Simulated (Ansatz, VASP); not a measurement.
# Hf3Ga4N4O6 (amorphous HfO2 against GaN(10-10), 7.3 A): VASP beside Ansatz, part 2 of 2

Aim: how closely do two programs agree when they are given the same cell, functional and k mesh? Of the first pair: The structure shown is the start of the Ansatz relaxation below; VASP solves that cell, so the two are compared at the walk's first step.

VASP 6.6.1 and Ansatz 0.2.0.

So far: Starting point; Ansatz: relaxation, PBE.

**3. VASP: single point, PBE, start cell, pair 1**

Level of this step: PBE; plane waves and PAW (Ga_d, N, Hf_pv, O) (VASP).

The same cell, functional, mesh and smearing now go to VASP, with its own data sets.

Lines of VASP's logs that name or quote its potential files are left out, and so is its time.

File INCAR:

```
SYSTEM = Hf3Ga4N4O6
PREC = Accurate
ENCUT = 520
EDIFF = 1E-06
NELM = 120
ISMEAR = -1
SIGMA = 0.025
LREAL = Auto
ALGO = Normal
GGA = PE
NBANDS = 488
LASPH = .TRUE.
LORBIT = 11
LWAVE = .FALSE.
LCHARG = .FALSE.
ISIF = 2
GGA_COMPAT = .FALSE.
EFERMI = MIDGAP
NCORE = 2
```

File POSCAR:

```
Hf3Ga4N4O6
1.0
   10.4600000000      0.0000000000      0.0000000000
    0.0000000000      9.6300000000      0.0000000000
    0.0000000000      0.0000000000     12.6329100000
Ga N Hf O
24 24 18 36
Direct
    0.9884990440      0.0043925234      0.3244462281
    0.2436042065      0.9911007269      0.0304522078
    0.0002485660      0.1575077882      0.0905333767
    0.2485659656      0.1528348910      0.2466019310
    0.0036520076      0.3271962617      0.3042529393
    0.2441682600      0.3340498442      0.0377506054
    0.9937284895      0.4884215992      0.1021775664
    0.2447705545      0.4955347871      0.2585310906
    0.0094359465      0.6622222222      0.3218102559
    0.2422370937      0.6607892004      0.0504713482
    0.9930401530      0.8318276220      0.1095709540
    0.2509177820      0.8334683281      0.2644679650
    0.4975908222      0.9915576324      0.3408082540
    0.7431835564      0.9861474559      0.0409723492
    0.4953346080      0.1559916926      0.1118507137
    0.7477724665      0.1571547248      0.2616815920
    0.4976577438      0.3228971963      0.3279687736
    0.7400286807      0.3253894081      0.0556008077
    0.5003824092      0.4883489097      0.1243893925
    0.7554110899      0.4953478712      0.2711172644
    0.4883173996      0.6542679128      0.3427476330
    0.7416634799      0.6570508827      0.0273492014
    0.4950095602      0.8186188993      0.1188166464
    0.7473900574      0.8145067497      0.2668902098
    0.0602103250      0.9857736241      0.0328507050
    0.3199808795      0.0003634476      0.3194513378
    0.0602103250      0.1574039460      0.2439263796
    0.3079445507      0.1599584631      0.0994782675
    0.0582313576      0.3312149533      0.0203516054
    0.3078776291      0.3228037383      0.3139577500
[... 66 atom lines left out ...]
    0.9345315488      0.0711214953      0.7553287406
    0.6413862333      0.3504257529      0.6806270289
    0.4126864245      0.4551090343      0.7540780390
    0.5603441683      0.0057528557      0.4921668879
    0.3653059273      0.3842575286      0.9342898825
    0.9291682600      0.8928971963      0.5844338320
```

File KPOINTS:

```
Automatic mesh
0
Gamma
1 1 1
0 0 0
```

Potentials, in the order of the species: Ga_d, N, Hf_pv and O (PBE family, release 64).

The run is started by

```
$ mpirun -np 8 vasp_gam
```

Numbers of over 12 decimals in the logs are rounded to 6 here.

Log:

```text
[banner, memory and clock lines left out]
running    8 mpi-ranks, on    1 nodes
[...]
LDA part: xc-table for (Slater+PW92), standard interpolation
 POSCAR, INCAR and KPOINTS ok, starting setup
[...]
entering main loop
       N       E                     dE             d eps       ncg     rms          rms(c)
DAV:   1     0.219507223759E+05    0.21951E+05   -0.32103E+05   984   0.293E+03
DAV:   2     0.482255553272E+04   -0.17128E+05   -0.16339E+05   976   0.926E+02
DAV:   3    -0.238597491282E+03   -0.50612E+04   -0.47559E+04  1328   0.367E+02
DAV:   4    -0.929384526804E+03   -0.69079E+03   -0.68075E+03  1320   0.138E+02
[...]
DAV:  18    -0.817300151464E+03   -0.10437E-04   -0.11284E-04  1384   0.326E-02    0.110E-02
DAV:  19    -0.817300154914E+03   -0.34498E-05   -0.42917E-05  1144   0.251E-02    0.598E-03
DAV:  20    -0.817300154782E+03    0.13155E-06   -0.46676E-06   864   0.183E-02
   1 F= -.81730015E+03 E0= -.81730015E+03  d E =-.400039E-13
```

From OUTCAR (step 3):

```text
  FREE ENERGIE OF THE ION-ELECTRON SYSTEM (eV)
  ---------------------------------------------------
  free  energy   TOTEN  =      -817.3001547824 eV

  energy  without entropy=     -817.3001547824  energy(sigma->0) =     -817.30015478
```

The run ends at a pressure of 1.18 GPa, with forces up to 1.0 eV/Å.

**4. Differences**

Known differences besides the potentials themselves: the data sets hold 1116 valence electrons in Ansatz (on its default PAW (the set named soft_2) files) and 828 in VASP; the cutoff is 420 eV in Ansatz and 520 eV in VASP (PREC = Accurate, projectors in real space). Total energies have different zeros and are not compared.

Forces on 10 of the 102 atoms, those with the largest forces and the largest differences (eV/Å; atoms numbered as in POSCAR):

```
atom          Ansatz x, y, z            VASP x, y, z
 Ga2    -0.524, 0.204, 0.775    -0.554, 0.207, 0.806
 Ga5   0.209, -0.130, -0.944   0.204, -0.135, -0.971
Ga10     0.042, 0.332, 0.727     0.046, 0.337, 0.764
Ga13  -0.042, -0.107, -0.794  -0.078, -0.106, -0.823
Ga22    -0.117, 0.211, 0.828    -0.142, 0.195, 0.829
Hf56   -0.113, 0.050, -0.798   -0.010, 0.028, -0.714
 O73    0.161, 0.060, -0.309   0.279, -0.030, -0.427
 O83   0.214, -0.227, -0.328   0.350, -0.192, -0.464
 O88    0.129, -0.074, 0.303    0.068, -0.004, 0.482
O101  -0.046, -0.069, -0.708   0.038, -0.046, -0.875
```

The forces differ by 50 meV/Å r.m.s., which is 19.1 % of the r.m.s. force of 0.260 eV/Å (both taken over all components).

**5. Ansatz: relaxation, PBE**

This run makes the geometry at which the two programs are then compared. The cell compared in this pair holds 1258.17 Å³, against 1272.51 Å³ for the pair before.

The structure compared here is the end of the Ansatz relaxation.

File input.yaml:

```yaml
crystal:
  lattice:
    - [10.46, 0.0, 0.0]
    - [0.0, 9.63, 0.0]
    - [0.0, 0.0, 12.63291]
  atoms:
    - { symbol: Ga, position: [0.9885, 0.00439, 0.32445] }
    - { symbol: "N", position: [0.06021, 0.98577, 0.03285] }
    - { symbol: Ga, position: [0.2436, 0.9911, 0.03045] }
    - { symbol: "N", position: [0.31998, 0.00036, 0.31945] }
    - { symbol: Ga, position: [0.00025, 0.15751, 0.09053] }
    - { symbol: "N", position: [0.06021, 0.1574, 0.24393] }
    - { symbol: Ga, position: [0.24857, 0.15284, 0.2466] }
    - { symbol: "N", position: [0.30794, 0.15996, 0.09948] }
    - { symbol: Ga, position: [0.00365, 0.3272, 0.30425] }
    - { symbol: "N", position: [0.05823, 0.33122, 0.02035] }
    - { symbol: Ga, position: [0.24417, 0.33405, 0.03775] }
    - { symbol: "N", position: [0.30788, 0.3228, 0.31396] }
    - { symbol: Ga, position: [0.99373, 0.48842, 0.10218] }
    - { symbol: "N", position: [0.06101, 0.49719, 0.24578] }
    - { symbol: Ga, position: [0.24477, 0.49553, 0.25853] }
    - { symbol: "N", position: [0.31057, 0.49786, 0.11712] }
    - { symbol: Ga, position: [0.00944, 0.66222, 0.32181] }
    - { symbol: "N", position: [0.0574, 0.66094, 0.0487] }
    - { symbol: Ga, position: [0.24224, 0.66079, 0.05047] }
    - { symbol: "N", position: [0.30221, 0.65814, 0.33497] }
    - { symbol: Ga, position: [0.99304, 0.83183, 0.10957] }
    - { symbol: "N", position: [0.06014, 0.8369, 0.2613] }
    - { symbol: Ga, position: [0.25092, 0.83347, 0.26447] }
    - { symbol: "N", position: [0.30888, 0.82783, 0.11142] }
    - { symbol: Ga, position: [0.49759, 0.99156, 0.34081] }
    - { symbol: "N", position: [0.55626, 0.98399, 0.04381] }
    - { symbol: Ga, position: [0.74318, 0.98615, 0.04097] }
    - { symbol: "N", position: [0.80287, 0.98634, 0.33161] }
    - { symbol: Ga, position: [0.49533, 0.15599, 0.11185] }
    - { symbol: "N", position: [0.56251, 0.15515, 0.26299] }
    - { symbol: Ga, position: [0.74777, 0.15715, 0.26168] }
    - { symbol: "N", position: [0.81027, 0.15434, 0.10768] }
    - { symbol: Ga, position: [0.49766, 0.3229, 0.32797] }
    - { symbol: "N", position: [0.56564, 0.32396, 0.06217] }
    - { symbol: Ga, position: [0.74003, 0.32539, 0.0556] }
    - { symbol: "N", position: [0.82118, 0.32145, 0.33709] }
    - { symbol: Ga, position: [0.50038, 0.48835, 0.12439] }
    - { symbol: "N", position: [0.56509, 0.49456, 0.27264] }
    - { symbol: Ga, position: [0.75541, 0.49535, 0.27112] }
    - { symbol: "N", position: [0.80776, 0.49554, 0.11074] }
    - { symbol: Ga, position: [0.48832, 0.65427, 0.34275] }
    - { symbol: "N", position: [0.55399, 0.65245, 0.04666] }
    - { symbol: Ga, position: [0.74166, 0.65705, 0.02735] }
    - { symbol: "N", position: [0.82906, 0.6574, 0.34318] }
    - { symbol: Ga, position: [0.49501, 0.81862, 0.11882] }
    - { symbol: "N", position: [0.55865, 0.81738, 0.27164] }
    - { symbol: Ga, position: [0.74739, 0.81451, 0.26689] }
    - { symbol: "N", position: [0.80343, 0.82127, 0.11515] }
    - { symbol: Hf, position: [0.52321, 0.95689, 0.87848] }
    - { symbol: Hf, position: [0.36219, 0.26186, 0.80242] }
    - { symbol: Hf, position: [0.05157, 0.05649, 0.61005] }
    - { symbol: Hf, position: [0.54806, 0.78513, 0.59186] }
    - { symbol: Hf, position: [0.00164, 0.27535, 0.80454] }
    - { symbol: Hf, position: [0.89782, 0.31067, 0.50482] }
    - { symbol: Hf, position: [0.76731, 0.99454, 0.5037] }
    - { symbol: Hf, position: [0.25795, 0.67101, 0.5103] }
    - { symbol: Hf, position: [0.8601, 0.87268, 0.78001] }
    - { symbol: Hf, position: [0.03657, 0.64369, 0.88498] }
    - { symbol: Hf, position: [0.26015, 0.3032, 0.47325] }
    - { symbol: Hf, position: [0.36749, 0.03162, 0.57622] }
    - { symbol: Hf, position: [0.87986, 0.68469, 0.5348] }
    - { symbol: Hf, position: [0.48876, 0.44309, 0.60457] }
    - { symbol: Hf, position: [0.47028, 0.56321, 0.89283] }
    - { symbol: Hf, position: [0.75623, 0.50441, 0.74678] }
    - { symbol: Hf, position: [0.70785, 0.15902, 0.7386] }
    - { symbol: Hf, position: [0.26881, 0.82727, 0.78359] }
    - { symbol: O, position: [0.65747, 0.52887, 0.87934] }
    - { symbol: O, position: [0.06413, 0.67976, 0.47473] }
    - { symbol: O, position: [0.02064, 0.26508, 0.64123] }
    - { symbol: O, position: [0.7325, 0.98125, 0.88253] }
    - { symbol: O, position: [0.29049, 0.47613, 0.55145] }
    - { symbol: O, position: [0.28143, 0.69975, 0.66605] }
    - { symbol: O, position: [0.32896, 0.99495, 0.89326] }
    - { symbol: O, position: [0.80433, 0.29255, 0.82865] }
    - { symbol: O, position: [0.37527, 0.83963, 0.50453] }
    - { symbol: O, position: [0.84426, 0.68995, 0.6976] }
    - { symbol: O, position: [0.45053, 0.92357, 0.69725] }
    - { symbol: O, position: [0.53545, 0.15339, 0.81647] }
    - { symbol: O, position: [0.83771, 0.48599, 0.56913] }
    - { symbol: O, position: [0.77335, 0.17752, 0.58064] }
    - { symbol: O, position: [0.06193, 0.81688, 0.80253] }
    - { symbol: O, position: [0.97067, 0.48263, 0.80082] }
    - { symbol: O, position: [0.85181, 0.72465, 0.90706] }
    - { symbol: O, position: [0.07189, 0.36157, 0.44153] }
    - { symbol: O, position: [0.47557, 0.31152, 0.47392] }
    - { symbol: O, position: [0.20375, 0.11044, 0.50574] }
    - { symbol: O, position: [0.45926, 0.76422, 0.85374] }
    - { symbol: O, position: [0.95686, 0.09945, 0.46408] }
    - { symbol: O, position: [0.71323, 0.78835, 0.50755] }
    - { symbol: O, position: [0.24144, 0.65431, 0.89522] }
    - { symbol: O, position: [0.49471, 0.61439, 0.49535] }
    - { symbol: O, position: [0.37094, 0.23178, 0.63981] }
    - { symbol: O, position: [0.21041, 0.97876, 0.67514] }
    - { symbol: O, position: [0.18091, 0.2299, 0.82938] }
    - { symbol: O, position: [0.70476, 0.94753, 0.68335] }
    - { symbol: O, position: [0.59998, 0.61357, 0.6737] }
    - { symbol: O, position: [0.93453, 0.07112, 0.75533] }
    - { symbol: O, position: [0.64139, 0.35043, 0.68063] }
    - { symbol: O, position: [0.41269, 0.45511, 0.75408] }
    - { symbol: O, position: [0.56034, 0.00575, 0.49217] }
    - { symbol: O, position: [0.36531, 0.38426, 0.93429] }
    - { symbol: O, position: [0.92917, 0.8929, 0.58443] }
kpoints:
  mp_grid: { grid: [1, 1, 1] }
hamiltonian:
  xc: pbe
scf:
  occupations: { method: fermi_dirac, width: 0.025 }
output:
  forces: true
relax:
  f_tol: 0.04
  max_steps: 250
  cell: { fix: [a, b, alpha, beta, gamma] }
```

The run is started by

```
$ ansatz run input.yaml --threads 4 --pin off --max-ram 15872MiB --backend cpu --events-out ev --progress --plain --runs-dir out
```

Log:

```text
[...]
Crystal: 102 atoms, lattice volume = 1272.510 Å³
Basis set: ecut = 420 eV, 24897 PW (Γ), exchange–correlation on 144×144×180 points (8 copies of the dense FFT grid, shifted against one another)
Bands: 670, of which v1, the nominal top of the filled ones, is band 558 counted from 1 (557 counted from 0)
Symmetry: 1 space group operations
[...]
k-points: 1
[...]
- { symbol: O, position: [0.053443, 0.687391, 0.478757] }
    - { symbol: O, position: [0.00341785, 0.263046, 0.649248] }
    - { symbol: O, position: [0.741530, 0.977994, 0.894253] }
    - { symbol: O, position: [0.277108, 0.494995, 0.556310] }
    - { symbol: O, position: [0.343684, 0.694511, 0.668392] }
    - { symbol: O, position: [0.335362, 0.973805, 0.895963] }
    - { symbol: O, position: [0.812927, 0.290193, 0.841147] }
[...]
- { symbol: O, position: [0.423376, 0.442115, 0.752396] }
    - { symbol: O, position: [0.558122, 0.036646, 0.478585] }
    - { symbol: O, position: [0.334915, 0.376322, 0.916231] }
    - { symbol: O, position: [0.906444, 0.894006, 0.596176] }
```

**6. VASP: single point, PBE, relaxed cell, pair 2**

The same cell, functional, mesh and smearing now go to VASP, with its own data sets.

INCAR, as its differences from that of step 3:

```diff
@@ -2,3 +2,3 @@
 PREC = Accurate
-ENCUT = 520
+ENCUT = 600
 EDIFF = 1E-06
```

File POSCAR:

```
Hf3Ga4N4O6
1.0
   10.4600000000      0.0000000000      0.0000000000
    0.0000000000      9.6300000000      0.0000000000
    0.0000000000      0.0000000000     12.4905000000
Ga N Hf O
24 24 18 36
Direct
    0.9847200000      0.0109300000      0.3224700000
    0.2428900000      0.9929700000      0.0337700000
    0.0016200000      0.1583000000      0.0902700000
    0.2484100000      0.1565500000      0.2515600000
    0.0036600000      0.3333200000      0.3042800000
    0.2459000000      0.3358100000      0.0409800000
    0.9946100000      0.4893600000      0.0981000000
    0.2458300000      0.5060700000      0.2599100000
    0.0039500000      0.6675200000      0.3223500000
    0.2458500000      0.6696600000      0.0530300000
    0.9962500000      0.8363900000      0.1082100000
    0.2504300000      0.8418200000      0.2722400000
    0.5003200000      0.9979600000      0.3295800000
    0.7418600000      0.9916600000      0.0486900000
    0.4945600000      0.1629000000      0.1028900000
    0.7471800000      0.1670500000      0.2583300000
    0.4903900000      0.3266800000      0.3219700000
    0.7330100000      0.3322400000      0.0505600000
    0.5038100000      0.4963000000      0.1240500000
    0.7526300000      0.4962800000      0.2770100000
    0.4884200000      0.6583200000      0.3538800000
    0.7423900000      0.6622100000      0.0332000000
    0.4949500000      0.8220800000      0.1207500000
    0.7451200000      0.8152700000      0.2663300000
    0.0605800000      0.9900800000      0.0285600000
    0.3173700000      0.0083800000      0.3399700000
    0.0600700000      0.1628600000      0.2434800000
    0.3077700000      0.1619800000      0.1015000000
    0.0592300000      0.3272700000      0.0105900000
    0.3011800000      0.3307900000      0.3165900000
[... 66 atom lines left out ...]
    0.9274800000      0.0654500000      0.7626300000
    0.6512500000      0.3400200000      0.6837600000
    0.4233800000      0.4421200000      0.7524000000
    0.5581200000      0.0366500000      0.4785900000
    0.3349200000      0.3763200000      0.9162300000
    0.9064400000      0.8940100000      0.5961800000
```

KPOINTS is that of step 3.

The run is started by

```
$ mpirun -np 8 vasp_gam
```

Log:

```text
[... set-up lines as in an earlier step ...]
 entering main loop
       N       E                     dE             d eps       ncg     rms          rms(c)
DAV:   1     0.236383562618E+05    0.23638E+05   -0.34542E+05   984   0.321E+03
DAV:   2     0.521406233733E+04   -0.18424E+05   -0.17520E+05   976   0.103E+03
DAV:   3    -0.105663659295E+03   -0.53197E+04   -0.50249E+04  1264   0.395E+02
DAV:   4    -0.913484200686E+03   -0.80782E+03   -0.79317E+03  1272   0.149E+02
[...]
DAV:  19    -0.818250195512E+03   -0.44453E-05   -0.46081E-05  1304   0.224E-02    0.836E-03
DAV:  20    -0.818250195658E+03   -0.14529E-06   -0.10623E-05   848   0.179E-02    0.432E-03
DAV:  21    -0.818250196011E+03   -0.35316E-06   -0.31500E-06   816   0.986E-03
   1 F= -.81825020E+03 E0= -.81825020E+03  d E =-.832154E-18
```

Parts of OUTCAR (step 6):

```text
  FREE ENERGIE OF THE ION-ELECTRON SYSTEM (eV)
  ---------------------------------------------------
  free  energy   TOTEN  =      -818.2501960107 eV

  energy  without entropy=     -818.2501960107  energy(sigma->0) =     -818.25019601
```

The run ends at a pressure of -0.45 GPa, with forces up to 0.19 eV/Å.

**7. Differences**

What differs besides the data sets and the points named for the pairs above, as far as they apply: the data sets hold 1116 valence electrons in Ansatz (on its default PAW (the set named soft_2) files) and 828 in VASP; the cutoff is 420 eV in Ansatz and 600 eV in VASP (PREC = Accurate, projectors in real space). Total energies have different zeros and are not compared.

Both answers:

```
              quantity  Ansatz   VASP  difference
        pressure (GPa)    1.01  -0.45       +1.46
gap on the k mesh (eV)   2.133  2.119      +0.014
```

Forces on 7 of the 102 atoms, those with the largest forces and the largest differences (eV/Å; atoms numbered as in POSCAR):

```
atom         Ansatz x, y, z            VASP x, y, z
Hf53  0.000, -0.011, -0.011   -0.064, 0.007, -0.176
 O70  0.001, -0.001, -0.002  -0.039, -0.048, -0.163
 O73    0.000, 0.000, 0.002   0.099, -0.078, -0.135
 O83    0.000, 0.002, 0.002    0.133, 0.043, -0.134
 O85    0.001, 0.000, 0.005    -0.069, 0.075, 0.157
 O88    0.001, 0.002, 0.004    -0.036, 0.063, 0.174
 O91    0.001, 0.001, 0.000   -0.006, -0.057, 0.176
```

The forces differ by 52 meV/Å r.m.s., where the r.m.s. force is 0.005 eV/Å in Ansatz and 0.052 eV/Å in VASP: the atoms lie near their places of rest in Ansatz, so a percentage would say little (all taken over all components). A gap on the mesh is an upper bound, since the band edges may lie between its points; neither run holds spin-orbit coupling, which can move the band edges of a compound of Hf.

**8. Results**

```yaml
r_m_s_force_difference_single_point_pbe_start_cell_pair_1: 19 % of the r.m.s. force
r_m_s_force_difference_single_point_pbe_relaxed_cell_pair_2: 52 meV/Å
difference_in_pressure_single_point_pbe_relaxed_cell_pair_2: 1.5 GPa
```

In words: The r.m.s. force difference is 19 % of the r.m.s. force (single point, PBE, start cell, pair 1), beyond the 3 % picked in this series as the mark of a large difference. The data sets hold unlike numbers of valence electrons (1116 in Ansatz and 828 in VASP), so part of the differences comes from the potentials. What causes the difference of the single point, PBE, start cell, pair 1 pair stays open here. By the marks of this series, far apart in the single point, PBE, relaxed cell, pair 2 pair: the r.m.s. force difference, 52 meV/Å and the difference in pressure, 1.5 GPa. What causes the difference of the single point, PBE, relaxed cell, pair 2 pair stays open here. Such differences can come from data sets, numerical settings and the points named under the comparisons, not from the functional's error against experiment.

[Lines on the potential files, build, host, timing and source positions are cut from VASP's logs without a mark.]

[Logs are printed without paths, hosts, clocks, repeated set-up lines and the standing remarks that a program may print on its own settings, such as how far it seeks lower states.]

[Hosts, paths, dates, database ids (printed as entryN), source tags and the programs' standing remarks are cut or masked in the printed files.]
